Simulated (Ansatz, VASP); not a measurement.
# Cu (generalised stacking fault on (111) of Cu): VASP beside Ansatz

Wanted: the spread between two codes on one cell, functional and k mesh. The cell is taken from a series of runs on this material, whose earlier steps may have relaxed, scaled, displaced or heated it; both programs get it as it stands.

Calculated with Ansatz 0.2.0; plane waves, with VASP 6.6.1 beside it; r2SCAN.

### 1. Set-up

The cell holds 12 atoms: 12 Cu. Cell: a = 2.570 Å, b = 2.570 Å, c = 25.212 Å, α = 92.3°, β = 87.7°, γ = 120.0°. It derives from Cu. 48 atoms of Cu, stacked on (1 1 1); one fault a cell: the periodic image above is shifted rigidly by 1.187 A along the in-plane vector of length 4.452 A (<112> type); atoms relaxed along the normal alone with the MACE-MP-0b2 potential. Lattice constants are starting values near those of PBE. Folded to one surface cell (a quarter of the atoms). The structure's axis is c.

As a file:

```
Cu
1.0
     2.57034    0.00000    0.00000
    -1.28516    2.22598    0.00000
     1.02813   -0.59359   25.18402
Cu
12
Direct
  0.94696 0.05304 0.19891
  0.25817 0.74183 0.28191
  0.56928 0.43072 0.36520
  0.88039 0.11961 0.44855
  0.19150 0.80850 0.53187
  0.50262 0.49738 0.61521
  0.81372 0.18628 0.69854
  0.12484 0.87516 0.78187
  0.43595 0.56405 0.86520
  0.74706 0.25294 0.94855
  0.05817 0.94183 0.03184
  0.36938 0.63062 0.11484
```

### 2. VASP: single point, r2SCAN

A single point takes one fixed geometry, so differences don't come from the geometry; what else differs is listed under the comparison.

Lines of VASP's logs that name or quote its potential files are left out, and so is its time.

INCAR reads:

```
SYSTEM = Cu
PREC = Accurate
ENCUT = 580
EDIFF = 1E-06
NELM = 120
ISMEAR = -1
SIGMA = 0.1
LREAL = .FALSE.
ALGO = Normal
METAGGA = R2SCAN
LASPH = .TRUE.
NBANDS = 81
LORBIT = 11
LWAVE = .FALSE.
LCHARG = .FALSE.
ISIF = 2
GGA_COMPAT = .FALSE.
LMIXTAU = .TRUE.
KPAR = 2
```

POSCAR reads:

```
Cu
1.0
    2.5703400000      0.0000000000      0.0000000000
   -1.2851600000      2.2259800000      0.0000000000
    1.0281300000     -0.5935900000     25.1840200000
Cu
12
Direct
    0.9469600000      0.0530400000      0.1989100000
    0.2581700000      0.7418300000      0.2819100000
    0.5692800000      0.4307200000      0.3652000000
    0.8803900000      0.1196100000      0.4485500000
    0.1915000000      0.8085000000      0.5318750000
    0.5026200000      0.4973800000      0.6152100000
    0.8137200000      0.1862800000      0.6985400000
    0.1248400000      0.8751600000      0.7818750000
    0.4359500000      0.5640500000      0.8652000000
    0.7470600000      0.2529400000      0.9485500000
    0.0581700000      0.9418300000      0.0318400000
    0.3693800000      0.6306200000      0.1148400000
```

KPOINTS reads:

```
Automatic mesh
0
Gamma
12 12 1
0 0 0
```

PAW data sets: Cu (PBE family, release 64).

The run is started by

```console
> mpirun -np 2 vasp_std
```

Numbers of over 12 decimals in the logs are rounded to 6 here.

What it wrote:

```text
[banner, memory and clock lines left out]
running    2 mpi-ranks, on    1 nodes
 distrk:  each k-point on    1 cores,    2 groups
 distr:  one band on    1 cores,    1 groups

 POSCAR found type information on POSCAR Cu
 POSCAR found :  1 types and      12 ions
|                                                                             |
|               ----> ADVICE to this user running VASP <----                  |
|                                                                             |
|     You enforced a specific xc type in the INCAR file but a different       |
|     [... a line on the potential file left out ...]
|     I HOPE YOU KNOW WHAT YOU ARE DOING!                                     |
|                                                                             |

 LDA part: xc-table for (None), standard interpolation
 POSCAR, INCAR and KPOINTS ok, starting setup
 FFT: planning ... GRIDC
 FFT: planning ... GRID_SOFT
 FFT: planning ... GRID
 WAVECAR not read
 entering main loop
       N       E                     dE             d eps       ncg     rms          rms(c)
DAV:   1     0.132518418459E+04    0.13252E+04   -0.59759E+04  6974   0.326E+03
DAV:   2     0.988591802525E+02   -0.12263E+04   -0.11855E+04  6966   0.615E+02
DAV:   3    -0.145142053771E+03   -0.24400E+03   -0.22703E+03  6982   0.296E+02
DAV:   4    -0.160335822990E+03   -0.15194E+02   -0.14810E+02  7631   0.101E+02
DAV:   5    -0.160615531225E+03   -0.27971E+00   -0.27925E+00  7906   0.158E+01    0.270E+01
DAV:   6    -0.147359573754E+03    0.13256E+02   -0.12948E+02  7812   0.147E+02    0.144E+01
DAV:   7    -0.142851381988E+03    0.45082E+01   -0.24197E+01  8139   0.106E+02    0.586E+00
DAV:   8    -0.142075608884E+03    0.77577E+00   -0.11733E+01  9250   0.716E+01    0.145E+00
DAV:   9    -0.138672955116E+03    0.34027E+01   -0.21051E+00  9361   0.231E+01    0.211E+00
DAV:  10    -0.137358714833E+03    0.13142E+01   -0.10627E+00  8015   0.216E+01    0.186E+00
DAV:  11    -0.136954432801E+03    0.40428E+00   -0.15674E-01  8058   0.511E+00    0.132E+00
DAV:  12    -0.136489483165E+03    0.46495E+00   -0.31908E-02  8107   0.259E+00    0.952E-01
DAV:  13    -0.135245062106E+03    0.12444E+01   -0.10722E-01  7802   0.493E+00    0.214E-01
DAV:  14    -0.135075811000E+03    0.16925E+00   -0.16591E-02  7787   0.127E+00    0.248E-01
[...]
DAV:  40    -0.129793194206E+03   -0.47738E-05   -0.25279E-06  5376   0.156E-02    0.600E-03
DAV:  41    -0.129793195886E+03   -0.16808E-05   -0.59356E-06  6854   0.315E-02    0.691E-03
DAV:  42    -0.129793207991E+03   -0.12105E-04   -0.19258E-06  4727   0.153E-02    0.400E-03
DAV:  43    -0.129793209563E+03   -0.15718E-05   -0.73466E-07  4205   0.808E-03    0.481E-03
DAV:  44    -0.129793214780E+03   -0.52166E-05   -0.18161E-06  4108   0.193E-02    0.261E-03
DAV:  45    -0.129793217242E+03   -0.24626E-05   -0.58861E-07  3624   0.672E-03    0.250E-03
DAV:  46    -0.129793218592E+03   -0.13498E-05   -0.17782E-07  3615   0.345E-03    0.240E-03
DAV:  47    -0.129793219083E+03   -0.49044E-06   -0.15932E-07  3612   0.304E-03
   1 F= -.12979322E+03 E0= -.12972452E+03  d E =-.137400E+00
```

OUTCAR, selected parts (step 2):

```text
ion  position               nearest neighbor table
   1  0.947  0.053  0.199-  12 2.52  12 2.52   2 2.56   2 2.56   2 2.56  12 2.77
   2  0.258  0.742  0.282-   1 2.56   1 2.56   1 2.56   3 2.57   3 2.57   3 2.57
   3  0.569  0.431  0.365-   2 2.57   2 2.57   2 2.57   4 2.57   4 2.57   4 2.57
   4  0.880  0.120  0.449-   5 2.57   5 2.57   5 2.57   3 2.57   3 2.57   3 2.57
   5  0.191  0.809  0.532-   4 2.57   4 2.57   4 2.57   6 2.57   6 2.57   6 2.57
   6  0.503  0.497  0.615-   7 2.57   7 2.57   7 2.57   5 2.57   5 2.57   5 2.57
   7  0.814  0.186  0.699-   6 2.57   6 2.57   6 2.57   8 2.57   8 2.57   8 2.57
   8  0.125  0.875  0.782-   9 2.57   9 2.57   9 2.57   7 2.57   7 2.57   7 2.57
   9  0.436  0.564  0.865-   8 2.57   8 2.57   8 2.57  10 2.57  10 2.57  10 2.57
  10  0.747  0.253  0.949-  11 2.57  11 2.57  11 2.57   9 2.57   9 2.57   9 2.57
  11  0.058  0.942  0.032-  12 2.56  12 2.56  12 2.56  10 2.57  10 2.57  10 2.57
  12  0.369  0.631  0.115-   1 2.52   1 2.52  11 2.56  11 2.56  11 2.56   1 2.77

  LATTYP: Found a base centered monoclinic cell.
 ALAT       =     4.4519509443
 B/A-ratio  =     0.5773525496
 C/A-ratio  =     5.6631321470
 COS(beta)  =    -0.0470879872

 Subroutine GETGRP returns: Found  4 space group operations
 (whereof  2 operations were pure point group operations)

The static configuration has the point symmetry C_1h.
 The point group associated with its full space group is C_2h.

 Found     43 irreducible k-points:

   k-points           NKPTS =     43   k-points in BZ     NKDIM =     43   number of bands    NBANDS=     81

   dimension x,y,z NGX =    20 NGY =   20 NGZ =  200
   dimension x,y,z NGXF=    40 NGYF=   40 NGZF=  400

   ENCUT  =  580.0 eV  42.63 Ry    6.53 a.u.   5.05  5.05 49.51*2*pi/ulx,y,z

   NELECT =     132.0000    total number of electrons

 k-points in reciprocal lattice and weights: Automatic mesh
   0.00000000  0.00000000  0.00000000       0.007
   0.08333333 -0.00000000 -0.00000000       0.028
   0.16666667  0.00000000 -0.00000000       0.028
   0.25000000  0.00000000 -0.00000000       0.028
   0.33333333  0.00000000 -0.00000000       0.028
   0.41666667  0.00000000 -0.00000000       0.028
   0.50000000  0.00000000 -0.00000000       0.014
   0.08333333  0.08333333 -0.00000000       0.014
   0.16666667  0.08333333 -0.00000000       0.028
[...]
-0.41666667  0.41666667  0.00000000       0.014
   0.50000000  0.50000000 -0.00000000       0.007

 average (electrostatic) potential at core
       1 -69.4499       2 -69.4764       3 -69.4749       4 -69.4751       5 -69.4765
       6 -69.4763       7 -69.4763       8 -69.4763       9 -69.4754      10 -69.4747
      11 -69.4763      12 -69.4502

 E-fermi :   7.1357

 k-point     1 :       0.0000    0.0000    0.0000
  band No.  band energies     occupation
    ...
     68       5.4164      2.00000
     69       5.4202      2.00000
     70       5.4548      2.00000
     71       5.4835      2.00000
     72       6.2014      1.99982
     73      11.0816      0.00000
     74      12.7526      0.00000
     75      12.7630      0.00000
     76      16.0687      0.00000
     77      16.0977      0.00000
    ...

 k-point     2 :       0.0833   -0.0000   -0.0000
  band No.  band energies     occupation
    ...
     68       5.4646      2.00000
     69       5.5676      2.00000
     70       6.1374      1.99991
     71       6.2448      1.99973
     72       7.0563      1.37756
     73      11.1475      0.00000
     74      12.8366      0.00000
     75      12.9615      0.00000
     76      16.1779      0.00000
     77      16.3413      0.00000
    ...

 k-point     3 :       0.1667    0.0000   -0.0000
  band No.  band energies     occupation
    ...
     66       5.4774      2.00000
     67       5.5398      2.00000
     68       5.7898      2.00000
     69       6.1564      1.99989
     70       7.0590      1.36592
     71       7.3106      0.29654
     72       8.4132      0.00001
     73      11.3735      0.00000
     74      13.2223      0.00000
     75      13.4753      0.00000
    ...

  Total       -5.7276083     -5.4909274     -5.8216543      0.2049497     -0.1213412      0.2101723
  in kB      -63.6864441    -61.0547419    -64.7321607      2.2788777     -1.3492181      2.3369490
  external PRESSURE =     -63.1577822 kB  Pullay stress =       0.0000000 kB

  energy-cutoff  :      580.00
  volume of cell :      144.09
      direct lattice vectors                 reciprocal lattice vectors
     2.570340000  0.000000000  0.000000000     0.389053588  0.224618420 -0.010588715
    -1.285160000  2.225980000  0.000000000     0.000000000  0.449240335  0.010588642
     1.028130000 -0.593590000 25.184020000     0.000000000  0.000000000  0.039707719

 POSITION                                       TOTAL-FORCE (eV/Angst)
 -----------------------------------------------------------------------------------
      2.57035     -0.00001      5.00935         0.079338     -0.045806      0.015915
      0.00005      1.48396      7.09963         0.004269     -0.002465      0.040989
      1.28517      0.74200      9.19720        -0.000713      0.000412      0.003815
      2.57035     -0.00001     11.29629         0.003266     -0.001886     -0.003318
      0.00000      1.48399     13.39475         0.001008     -0.000582      0.000648
      1.28521      0.74198     15.49346         0.002163     -0.001249      0.000852
      2.57033      0.00001     17.59205        -0.002163      0.001249     -0.000852
      0.00003      1.48398     19.69076        -0.001008      0.000582     -0.000648
      1.28518      0.74199     21.78921        -0.003266      0.001886      0.003318
      2.57036     -0.00001     23.88830         0.000713     -0.000412     -0.003815
     -1.02815      2.07759      0.80186        -0.004269      0.002465     -0.040989
      0.25706      1.33558      2.89213        -0.079338      0.045806     -0.015915
 -----------------------------------------------------------------------------------
    total drift:                                0.002208     -0.001276      0.001260

  FREE ENERGIE OF THE ION-ELECTRON SYSTEM (eV)
  ---------------------------------------------------
  free  energy   TOTEN  =      -129.7932190825 eV

  energy  without entropy=     -129.6558185934  energy(sigma->0) =     -129.72451884

 total charge
# of ion       s       p       d       tot
------------------------------------------
    1        0.452   0.385   9.194  10.031
    2        0.452   0.389   9.191  10.032
    3        0.451   0.388   9.190  10.030
    4        0.451   0.387   9.191  10.030
    5        0.451   0.387   9.191  10.030
    6        0.451   0.388   9.191  10.030
    7        0.451   0.388   9.191  10.030
    8        0.451   0.387   9.191  10.030
    9        0.451   0.387   9.191  10.030
   10        0.451   0.388   9.190  10.030
   11        0.452   0.389   9.191  10.032
   12        0.452   0.385   9.194  10.031
--------------------------------------------------
tot          5.418   4.650 110.297 120.366

[... 3 further parts left out ...]
```

The run ends at a pressure of -6.32 GPa, with forces up to 0.093 eV/Å.

(Continued in part 2 of 2.)

[Lines on the potential files, build, host, timing and source positions are cut from VASP's logs without a mark.]

[Logs are printed without paths, hosts, clocks, repeated set-up lines and the standing remarks that a program may print on its own settings, such as how far it seeks lower states.]

[Hosts, paths, dates, database ids (printed as entryN), source tags and the programs' standing remarks are cut or masked in the printed files.]
